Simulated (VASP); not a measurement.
# MnBi2Te4 with PBEsol + U: from relaxation to properties, part 2 of 2

Wanted: the relaxed cell of MnBi2Te4 and its properties. The start is a cell from a database of measured crystal structures.

VASP 6.6.1, plane waves and PAW; the level of theory is named at each step.

Still holding for the runs below: The cell holds one magnetic atom, so no antiferromagnetic order fits into it. Experiment finds antiferromagnetic order in this phase (below 24.5 K, arxiv:2002.07390), so this ferromagnetic run describes another state. The valence top and the conduction bottom belong to opposite spins.

So far, gap on the k-mesh (eV): step 2 (relaxing cell and atoms (PBEsol + U)) 0.402; step 3 (second relaxation) 0.402.

**6. Density of states (PBEsol + U)**

Here the states are counted by energy and projected on the atoms. The mesh is finer than in the run before.

Contents of INCAR:

```
SYSTEM = MnBi2Te4
PREC = Accurate
ENCUT = 400
EDIFF = 1E-06
NELM = 100
ISMEAR = -5
SIGMA = 0.05
LREAL = .FALSE.
ALGO = Normal
GGA = PS
NBANDS = 59
ISPIN = 2
MAGMOM = 4.584 0.024 0.024 0.016 0.016 -0.011 -0.011
LDAU = .TRUE.
LDAUTYPE = 2
LDAUL = 2 -1 -1
LDAUU = 5 0 0
LDAUJ = 0 0 0
LDAUPRINT = 1
LASPH = .TRUE.
LMAXMIX = 4
LORBIT = 11
LWAVE = .FALSE.
LCHARG = .FALSE.
KPAR = 4
NEDOS = 2001
```

Contents of POSCAR:

```
MnBi2Te4
1.0
   -4.3234779363      0.0000000000      0.0000000000
    2.1617389681     -3.7442417255      0.0000000000
    2.1617389681      1.2480805752     13.4519635683
Mn Bi Te
1 2 4
Direct
    0.0000000000      0.0000000000      0.0000000000
    0.8481508342      0.4240754171      0.2722262512
    0.1518491658      0.5759245829      0.7277737488
    0.2674947544      0.1337473772      0.4012421316
    0.7325052456      0.8662526228      0.5987578684
    0.5888545561      0.2944272781      0.8832818342
    0.4111454439      0.7055727219      0.1167181658
```

Contents of KPOINTS:

```
Automatic mesh
0
Gamma
9 9 9
0 0 0
```

PAW data sets: Mn_pv, Bi_d and Te (PBE family, release 64).

Launch:

```
> mpirun -np 4 vasp_std
```

Run time: 7.5 min. Hardware: 4 MPI ranks of Intel Xeon Platinum 8375C at 2.90GHz (Ice Lake), shared host; peak memory 4.1 GiB; 30 min of CPU time.

This step gave:

```yaml
irreducible_k_points: 85
fermi_energy: 6.371 eV
pressure: -0.03354 GPa
least_direct_gap_on_the_k_mesh_within_one_spin: 0.4234 eV
gap_on_the_k_mesh: 0.3985 eV
```

The density of states has structure finer than the step of the table below, so its rows give means over 0.5 eV, whole bins alone (the curve runs from -12.0 to 3.37 eV). Peaks (eV: height): total down 1.59: 5.46, 2.27: 5.08, 2.68: 5.38, 3.02: 8.50; total up -10.96: 5.63, -5.91: 16.9, -5.64: 13.2, -0.73: 4.36; Te p up -1.82: 1.12, -0.73: 1.89, 1.66: 0.720, 2.89: 0.728; Te p down -2.98: 1.05, -1.89: 1.40, -1.48: 1.42, -1.00: 1.69; Mn d up -5.91: 13.6, -5.64: 11.8.

States under -12.0 eV and over 3.4 eV are left out. Table of density of states by energy, zero at the valence-band top; means over each step; 7 of 17 lines; values in states/eV/cell:

| energy (eV) | total down | total up | Te p up | Te p down | Mn d up | Mn d down | Bi p up |
| --- | --- | --- | --- | --- | --- | --- | --- |
| -11.5 | 1.36 | 1.35 | 0.0110 | 0.0115 | 0.00133 | 1.8e-4 | 0.0111 |
| -11.0 | 3.23 | 3.31 | 0.00699 | 0.00718 | 0.0304 | 0.00557 | 0.0392 |
| -10.5 | 1.13 | 1.08 | 0.0108 | 0.00948 | 0.00798 | 0.00206 | 0.00689 |
| -10.0 | 1.47 | 1.42 | 0.0165 | 0.0166 | 0.00739 | 0.00142 | 0.0102 |
| -9.5 | 1.03 | 0.982 | 0.0160 | 0.0161 | 0.00482 | 7.0e-4 | 0.00593 |
| -9.0 | 0.419 | 0.397 | 0.00535 | 0.00556 | 0.00207 | 2.4e-4 | 0.00291 |
| -8.5 | 0.125 | 0.0988 | 0.00111 | 0.00137 | 4.1e-4 | 0 | 5.0e-4 |
| -8.0 | 0 | 0 | 0 | 0 | 0 | 0 | 0 |
| -7.5 | 0 | 0 | 0 | 0 | 0 | 0 | 0 |
| -7.0 | 0 | 0 | 0 | 0 | 0 | 0 | 0 |
| -6.5 | 0 | 0 | 0 | 0 | 0 | 0 | 0 |
| -6.0 | 0 | 5.05 | 0.201 | 0 | 4.01 | 0 | 0.0389 |
| -5.5 | 0.0523 | 4.98 | 0.0734 | 0.0122 | 4.35 | 9.1e-5 | 0.0228 |
| -5.0 | 1.49 | 1.36 | 0.270 | 0.358 | 0.198 | 0.00367 | 0.128 |
| -4.5 | 2.09 | 2.09 | 0.458 | 0.521 | 0.213 | 0.00798 | 0.203 |
| -4.0 | 2.57 | 2.54 | 0.614 | 0.672 | 0.144 | 0.0148 | 0.294 |
| -3.5 | 2.57 | 2.63 | 0.698 | 0.724 | 0.0758 | 0.0131 | 0.345 |
| -3.0 | 2.92 | 2.84 | 0.799 | 0.873 | 0.0674 | 0.0235 | 0.370 |
| -2.5 | 2.68 | 2.74 | 0.836 | 0.869 | 0.0449 | 0.0285 | 0.302 |
| -2.0 | 3.24 | 2.71 | 0.916 | 1.17 | 0.0436 | 0.0594 | 0.238 |
| -1.5 | 3.04 | 2.35 | 0.873 | 1.21 | 0.0530 | 0.0909 | 0.135 |
| -1.0 | 2.95 | 2.66 | 1.10 | 1.23 | 0.0977 | 0.0939 | 0.0924 |
| -0.5 | 0.388 | 2.06 | 0.894 | 0.155 | 0.0801 | 0.00685 | 0.0518 |
| 0.0 | 0.00664 | 0.00967 | 0.00383 | 0.00250 | 1.0e-4 | 3.4e-5 | 5.1e-4 |
| 0.5 | 0.0385 | 0.257 | 0.0313 | 0.00318 | 9.1e-4 | 0.00108 | 0.0569 |
| 1.0 | 2.28 | 2.04 | 0.291 | 0.256 | 0.00753 | 0.0829 | 0.496 |
| 1.5 | 4.35 | 3.18 | 0.557 | 0.590 | 0.0169 | 0.420 | 0.829 |
| 2.0 | 3.74 | 2.70 | 0.584 | 0.561 | 0.0217 | 0.786 | 0.677 |
| 2.5 | 3.90 | 2.07 | 0.521 | 0.472 | 0.0205 | 1.58 | 0.485 |
| 3.0 | 3.69 | 1.63 | 0.465 | 0.279 | 0.0204 | 2.27 | 0.338 |

The gap on this mesh is 0.40 eV. In the top eV of the valence band the largest shares in the PAW spheres are Te p 42 %; in the lowest eV of the conduction band, Bi p 25 % and Te p 13 %. The rest lies in smaller channels or between the spheres.

**7. Core-level energies (PBEsol + U)**

Core levels shift with the potential at each site, so they tell like atoms on unlike sites apart.

INCAR: that of step 6 with these lines changed.

```diff
@@ -5,3 +5,3 @@
 NELM = 100
-ISMEAR = -5
+ISMEAR = 0
 SIGMA = 0.05
@@ -10,3 +10,3 @@
 GGA = PS
-NBANDS = 59
+NBANDS = 48
 ISPIN = 2
@@ -25,2 +25,2 @@
 KPAR = 4
-NEDOS = 2001
+ICORELEVEL = 1
```

POSCAR is that of step 6.

Contents of KPOINTS:

```
Automatic mesh
0
Gamma
6 6 6
0 0 0
```

Launch:

```
> mpirun -np 4 vasp_std
```

Run time: 2.8 min. Hardware: 4 MPI ranks; peak memory 2.1 GiB.

These are scalar-relativistic Kohn-Sham levels of the ground state, with no core hole, so they are not binding energies.

This step gave:

```yaml
bands: 48
irreducible_k_points: 32
fermi_energy: 6.547 eV
pressure: -0.03768 GPa
least_direct_gap_on_the_k_mesh_within_one_spin: 0.4246 eV
gap_on_the_k_mesh: 0.4019 eV
```

Kohn-Sham core levels. Core levels, by row, the first 40 of 64 rows:

| atom | shell | level below the valence-band top (eV) |
| --- | --- | --- |
| Mn1 | 1s | 6424 |
| Mn1 | 2s | 738.1 |
| Mn1 | 2p | 624.3 |
| Mn1 | 3s | 80.07 |
| Bi2 | 1s | 90636 |
| Bi2 | 2s | 16279 |
| Bi2 | 2p | 13919 |
| Bi2 | 3s | 3927 |
| Bi2 | 3p | 3253 |
| Bi2 | 3d | 2578 |
| Bi2 | 4s | 898.4 |
| Bi2 | 4p | 677.7 |
| Bi2 | 4d | 425.9 |
| Bi2 | 4f | 148.7 |
| Bi2 | 5s | 153.8 |
| Bi2 | 5p | 91.92 |
| Bi3 | 1s | 90636 |
| Bi3 | 2s | 16279 |
| Bi3 | 2p | 13919 |
| Bi3 | 3s | 3927 |
| Bi3 | 3p | 3253 |
| Bi3 | 3d | 2578 |
| Bi3 | 4s | 898.4 |
| Bi3 | 4p | 677.7 |
| Bi3 | 4d | 425.9 |
| Bi3 | 4f | 148.7 |
| Bi3 | 5s | 153.8 |
| Bi3 | 5p | 91.92 |
| Te4 | 1s | 31616 |
| Te4 | 2s | 4844 |
| Te4 | 2p | 4347 |
| Te4 | 3s | 959.9 |
| Te4 | 3p | 798.5 |
| Te4 | 3d | 554.8 |
| Te4 | 4s | 159.4 |
| Te4 | 4p | 109.4 |
| Te4 | 4d | 36.71 |
| Te5 | 1s | 31616 |
| Te5 | 2s | 4844 |
| Te5 | 2p | 4347 |

The Te 1s level differs by about 0.5 eV between unlike sites.

**8. Volume scan with PBEsol + U, volume scale 0.94**

An equation of state needs energies on both sides of the minimum, all on one mesh and cutoff.

INCAR: that of step 7 with these lines changed.

```diff
@@ -25,2 +25,2 @@
 KPAR = 4
-ICORELEVEL = 1
+ISIF = 2
```

POSCAR: that of step 7 with these lines changed.

```diff
@@ -2,5 +2,5 @@
 1.0
-   -4.3234779363      0.0000000000      0.0000000000
-    2.1617389681     -3.7442417255      0.0000000000
-    2.1617389681      1.2480805752     13.4519635683
+   -4.2352189277      0.0000000000      0.0000000000
+    2.1176094638     -3.6678071820      0.0000000000
+    2.1176094638      1.2226023940     13.1773566465
 Mn Bi Te
```

KPOINTS is that of step 7.

Launch:

```
> mpirun -np 4 vasp_std
```

Elapsed: 3 min, on 4 MPI ranks; peak memory 2 GiB; 12 min of CPU time.

The scan keeps the cell's shape and the fractional positions fixed.

Numbers from this step:

```yaml
free_energy_toten: -31.70 eV
fermi_energy: 7.406 eV
pressure: 3.793 GPa
conduction_bottom_at_k: 0, 0.5, 0.1667
least_direct_gap_on_the_k_mesh_within_one_spin: 0.4399 eV
gap_on_the_k_mesh: 0.3862 eV
```

Spin moment in the PAW sphere by atom:

| atom | spin moment in the PAW sphere (μB) |
| --- | --- |
| Mn1 | 4.55 |
| Bi2 | 0.03 |
| Bi3 | 0.03 |
| Te4 | 0.02 |
| Te5 | 0.02 |
| Te6 | -0.01 |
| Te7 | -0.01 |

Force by atom:

| atom | x (eV/Å) | y (eV/Å) | z (eV/Å) | size |
| --- | --- | --- | --- | --- |
| Mn1 | 0.000 | 0.000 | 0.000 | 0.000 |
| Bi2 | 0.000 | 0.000 | -0.216 | 0.216 |
| Bi3 | 0.000 | 0.000 | 0.216 | 0.216 |
| Te4 | 0.000 | 0.000 | 0.456 | 0.456 |
| Te5 | 0.000 | 0.000 | -0.456 | 0.456 |
| Te6 | 0.000 | 0.000 | 0.043 | 0.043 |
| Te7 | 0.000 | 0.000 | -0.043 | 0.043 |

The pressure here is 3.79 GPa.

**9. Volume scan with PBEsol + U, volume scale 0.96**

INCAR is that of step 8.

POSCAR: that of step 8 with these lines changed.

```diff
@@ -2,5 +2,5 @@
 1.0
-   -4.2352189277      0.0000000000      0.0000000000
-    2.1176094638     -3.6678071820      0.0000000000
-    2.1176094638      1.2226023940     13.1773566465
+   -4.2650453958      0.0000000000      0.0000000000
+    2.1325226979     -3.6936376611      0.0000000000
+    2.1325226979      1.2312125537     13.2701579902
 Mn Bi Te
```

KPOINTS is that of step 8.

Launch:

```
> mpirun -np 4 vasp_std
```

The job ended after 3 min (4 MPI ranks; peak memory 2 GiB).

This step gave:

| Quantity | Value |
| --- | --- |
| free energy (TOTEN) | -31.79 eV |
| Fermi energy | 7.117 eV |
| pressure | 2.374 GPa |
| conduction bottom at k | 0, 0, 0 |
| least direct gap on the k-mesh, within one spin | 0.4356 eV |
| gap on the k-mesh | 0.4098 eV |

Force by atom:

| atom | x (eV/Å) | y (eV/Å) | z (eV/Å) | size |
| --- | --- | --- | --- | --- |
| Mn1 | 0.000 | 0.000 | 0.000 | 0.000 |
| Bi2 | 0.000 | 0.000 | -0.141 | 0.141 |
| Bi3 | 0.000 | 0.000 | 0.141 | 0.141 |
| Te4 | 0.000 | 0.000 | 0.295 | 0.295 |
| Te5 | 0.000 | 0.000 | -0.295 | 0.295 |
| Te6 | 0.000 | 0.000 | 0.026 | 0.026 |
| Te7 | 0.000 | 0.000 | -0.026 | 0.026 |

The pressure falls from 3.79 to 2.37 GPa.

The run ends at a pressure of 2.37 GPa, with forces up to 0.29 eV/Å.

**10. Volume scan with PBEsol + U, volume scale 0.98**

INCAR is that of step 9.

POSCAR: that of step 9 with these lines changed.

```diff
@@ -2,5 +2,5 @@
 1.0
-   -4.2650453958      0.0000000000      0.0000000000
-    2.1325226979     -3.6936376611      0.0000000000
-    2.1325226979      1.2312125537     13.2701579902
+   -4.2944604315      0.0000000000      0.0000000000
+    2.1472302157     -3.7191118292      0.0000000000
+    2.1472302157      1.2397039431     13.3616792133
 Mn Bi Te
```

KPOINTS is that of step 9.

Launch:

```
> mpirun -np 4 vasp_std
```

The job ended after 2.3 min (4 MPI ranks; peak memory 2 GiB; 9.3 min of CPU time).

The pressure falls from 2.37 to 1.10 GPa.

The run ends at a pressure of 1.10 GPa, with forces up to 0.14 eV/Å.

**11. Volume scan with PBEsol + U, volume scale 1**

INCAR is that of step 10.

POSCAR: that of step 10 with these lines changed.

```diff
@@ -2,5 +2,5 @@
 1.0
-   -4.2944604315      0.0000000000      0.0000000000
-    2.1472302157     -3.7191118292      0.0000000000
-    2.1472302157      1.2397039431     13.3616792133
+   -4.3234779363      0.0000000000      0.0000000000
+    2.1617389681     -3.7442417255      0.0000000000
+    2.1617389681      1.2480805752     13.4519635683
 Mn Bi Te
```

KPOINTS is that of step 10.

Launch:

```
> mpirun -np 4 vasp_std
```

Run time: 2.7 min. Hardware: 4 MPI ranks; peak memory 2.1 GiB; 11 min of CPU time.

The pressure falls from 1.10 to -0.04 GPa.

The run ends at a pressure of -0.04 GPa, with forces up to 0.0057 eV/Å.

**12. Volume scan with PBEsol + U, volume scale 1.02**

INCAR is that of step 11.

POSCAR: that of step 11 with these lines changed.

```diff
@@ -2,5 +2,5 @@
 1.0
-   -4.3234779363      0.0000000000      0.0000000000
-    2.1617389681     -3.7442417255      0.0000000000
-    2.1617389681      1.2480805752     13.4519635683
+   -4.3521110750      0.0000000000      0.0000000000
+    2.1760555374     -3.7690387510      0.0000000000
+    2.1760555374      1.2563462504     13.5410520160
 Mn Bi Te
```

KPOINTS is that of step 11.

Launch:

```
> mpirun -np 4 vasp_std
```

Elapsed: 3.3 min, on 4 MPI ranks; peak memory 2.1 GiB; 13 min of CPU time.

The pressure falls from -0.04 to -1.06 GPa.

The run ends at a pressure of -1.06 GPa, with forces up to 0.13 eV/Å.

**13. Volume scan with PBEsol + U, volume scale 1.04**

INCAR is that of step 12.

POSCAR: that of step 12 with these lines changed.

```diff
@@ -2,5 +2,5 @@
 1.0
-   -4.3521110750      0.0000000000      0.0000000000
-    2.1760555374     -3.7690387510      0.0000000000
-    2.1760555374      1.2563462504     13.5410520160
+   -4.3803723284      0.0000000000      0.0000000000
+    2.1901861641     -3.7935137144      0.0000000000
+    2.1901861641      1.2645045715     13.6289833891
 Mn Bi Te
```

KPOINTS is that of step 12.

Launch:

```
> mpirun -np 4 vasp_std
```

Wall time 3.9 min (4 MPI ranks); peak memory 2.3 GiB; 15 min of CPU time.

The pressure falls from -1.06 to -1.97 GPa.

The run ends at a pressure of -1.97 GPa, with forces up to 0.25 eV/Å.

**14. Volume scan with PBEsol + U, volume scale 1.06**

A prediction first. A parabola through the 6 pressures of evenly scaled cells so far, P = -0.04 -54.1 t +126 t² GPa with t = ln(V/V₁) and V₁ the volume at scale 1, gives -2.77 GPa at t = +0.0583.

INCAR is that of step 13.

POSCAR: that of step 13 with these lines changed.

```diff
@@ -2,5 +2,5 @@
 1.0
-   -4.3803723284      0.0000000000      0.0000000000
-    2.1901861641     -3.7935137144      0.0000000000
-    2.1901861641      1.2645045715     13.6289833891
+   -4.4082735413      0.0000000000      0.0000000000
+    2.2041367706     -3.8176768736      0.0000000000
+    2.2041367706      1.2725589579     13.7157945410
 Mn Bi Te
```

KPOINTS is that of step 13.

Launch:

```
> mpirun -np 4 vasp_std
```

Wall time 3.3 min (4 MPI ranks); peak memory 2.4 GiB.

The pressure falls from -1.97 to -2.79 GPa. The parabola predicted -2.77 GPa, +0.03 GPa off.

**15. Side by side**

Times are for 4 MPI ranks of Intel Xeon Platinum 8375C at 2.90GHz (Ice Lake), shared host. The series side by side:

| no. | volume scale | energy above the lowest point (meV/atom) | pressure (GPa) | gap on the k-mesh (eV) | time | memory (GiB) |
| --- | --- | --- | --- | --- | --- | --- |
| 1 | 0.94 | 22.33 | 3.793 | 0.3862 | 3 min | 2 |
| 2 | 0.96 | 9.85 | 2.374 | 0.4098 | 3 min | 2.0 |
| 3 | 0.98 | 2.59 | 1.102 | 0.4062 | 2.3 min | 2.0 |
| 4 | 1 | 0 | -0.03768 | 0.4019 | 2.7 min | 2.1 |
| 5 | 1.02 | 1.62 | -1.059 | 0.3967 | 3.3 min | 2.1 |
| 6 | 1.04 | 7.04 | -1.974 | 0.3911 | 3.9 min | 2.3 |
| 7 | 1.06 | 15.81 | -2.794 | 0.3848 | 3.3 min | 2.4 |

**16. Fit for PBEsol + U**

This step: Birch-Murnaghan fit, PBEsol, DFT+U (Mn d 5 eV); plane waves and PAW (VASP 6.6.1).

This step runs nothing: it gathers the runs above.

This step gave:

```yaml
pressure_derivative_of_the_bulk_modulus: 4.411
r_m_s_error_of_the_fit: 6.27e-6 eV/atom
minimum_inside_the_sampled_range: yes
bulk_modulus: 53.61 GPa
equilibrium_volume_of_the_fit: 31.17 Å³/atom
```

The energy above the fitted minimum by volume:

| volume (Å³/atom) | energy above the fitted minimum (eV/atom) |
| --- | --- |
| 29.24 | 0.0223 |
| 29.86 | 0.00986 |
| 30.49 | 0.00261 |
| 31.11 | 1.2e-5 |
| 31.73 | 0.00164 |
| 32.35 | 0.00705 |
| 32.98 | 0.0158 |

The fitted volume lies +0.19 % from the relaxed one. At a finite cutoff and mesh the minimum of the energy and the zero of the stress don't quite coincide, and the relaxation stops at a threshold. The atoms bear forces along the scan, since they were held; freeing them would lower the modulus.

**17. Electric field gradients (PBEsol + U)**

This step: PBEsol, DFT+U (Mn d 5 eV), spin-polarised from a ferromagnetic start; plane waves and PAW (Mn_pv, Bi_d, Te) (VASP 6.6.1).

Field gradients probe how far the charge around each nucleus departs from cubic symmetry; LASPH keeps the non-spherical terms inside the spheres.

INCAR: that of step 14 with these lines changed.

```diff
@@ -3,3 +3,3 @@
 ENCUT = 400
-EDIFF = 1E-06
+EDIFF = 1E-07
 NELM = 100
@@ -25,2 +25,2 @@
 KPAR = 4
-ISIF = 2
+LEFG = .TRUE.
```

POSCAR: that of step 14 with these lines changed.

```diff
@@ -2,5 +2,5 @@
 1.0
-   -4.4082735413      0.0000000000      0.0000000000
-    2.2041367706     -3.8176768736      0.0000000000
-    2.2041367706      1.2725589579     13.7157945410
+   -4.3234779363      0.0000000000      0.0000000000
+    2.1617389681     -3.7442417255      0.0000000000
+    2.1617389681      1.2480805752     13.4519635683
 Mn Bi Te
```

KPOINTS is that of step 14.

Launch:

```
> mpirun -np 4 vasp_std
```

Run time: 3.2 min. Hardware: 4 MPI ranks; peak memory 2.1 GiB.

This step gave:

- electronic steps: 20
- free energy (TOTEN): -31.86 eV
- Fermi energy: 6.547 eV
- pressure: -0.03674 GPa
- least direct gap on the k-mesh, within one spin: 0.4245 eV
- gap on the k-mesh: 0.4018 eV

Electric field gradients, by row:

| atom | Vxx (V/Å²) | Vyy (V/Å²) | Vzz (V/Å²) | asymmetry |
| --- | --- | --- | --- | --- |
| Mn1 | -2.465 | -2.443 | 4.908 | 0.005 |
| Bi2 | -14.65 | -14.65 | 29.3 | 0 |
| Bi3 | -14.65 | -14.65 | 29.3 | 0 |
| Te4 | -6.65 | -6.65 | 13.3 | 0 |
| Te5 | -6.65 | -6.65 | 13.3 | 0 |
| Te6 | -30 | -30 | 59.99 | 0 |
| Te7 | -30 | -30 | 59.99 | 0 |

The largest gradient, 59.99 V/Å², sits on Te6 and like sites; the stable nuclei of Te have no quadrupole moment in their ground state, so NMR and NQR don't see it.

**18. Outcome**

| Item | Value |
| --- | --- |
| relaxed volume | 31.11 Å³/atom |
| relaxed conventional cell a, b, c | 4.323, 4.323, 40.356 Å; angles 90.0, 90.0, 120.0° |
| space group after relaxing, within 0.02 Å | R-3m (No. 166) |
| moment of the cell (6×6×6 mesh) | 5.00 μB |
| largest site moment (6×6×6 mesh) | 4.58 μB on Mn1 |
| band gap | 0.402 eV, between opposite spins |
| gap among the points of the DOS mesh alone, an upper bound | 0.399 eV |
| shallowest level of the frozen cores | Te6 4d, 36.3 eV deep |
| bulk modulus from the fit | 53.6 GPa |
| volume from the fit | 31.2 Å³/atom |
| largest field gradient Vzz | 59.99 V/Å² on Te6 |

**Reading.** With PBEsol + U, MnBi2Te4 relaxes to 31.11 Å³/atom in space group R-3m, has a gap of 0.402 eV between states of opposite spin, keeps moments of up to 4.58 μB (6×6×6 mesh) and has a bulk modulus of 53.6 GPa at fixed shape and positions, an upper bound. Against the listed cell the volume lies -1.8 % (a -0.2 %, c -1.4 %). Band structure (PBEsol + U), spin up: The path shows a direct gap of 0.42 eV (valence top at Γ, conduction bottom at Γ). Band structure (PBEsol + U), spin down: The path shows a direct gap of 0.52 eV (valence top at Γ, conduction bottom at Γ). Spin-orbit coupling is left out, and with elements this heavy it would split and shift bands near the edges, and it can change the kind of a small gap. Only the typed magnetic starts were tried, so the magnetic ground state may differ and with it the other results. Only ferromagnetic starts were used, while the crystal orders antiferromagnetically, so what depends on the order belongs to another state. The bonds form layers, and without a dispersion term the spacing between them, and what depends on it, is unreliable. No search among competing phases was made, and a listed structure need not be the one stable at ambient conditions. All values are for a static lattice at zero temperature.

[Lines on the potential files, build, host, timing and source positions are cut from VASP's logs without a mark.]

[Logs are printed without paths, hosts, clocks, repeated set-up lines and the standing remarks that a program may print on its own settings, such as how far it seeks lower states.]

[Hosts, paths, dates, database ids (printed as entryN), source tags and the programs' standing remarks are cut or masked in the printed files.]

[A measured line is paired with the nearest computed mode of its activity, which favours agreement.]
